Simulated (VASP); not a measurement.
Method: PBE GGA, VASP's PBE PAW potentials (set 64) (plane waves; VASP). Each cell was relaxed at this level, without spin-orbit coupling.

Which of these comes out without a gap?
A) PbTe, Fm-3m (225)
B) Au, Fm-3m (225)
C) KI, Fm-3m (225)
D) NaCl, Fm-3m (225)

B, Au, Fm-3m (225). The others have gaps of 5.03 eV (NaCl, Fm-3m (225)), 0.83 eV (PbTe, Fm-3m (225)), 3.85 eV (KI, Fm-3m (225)).
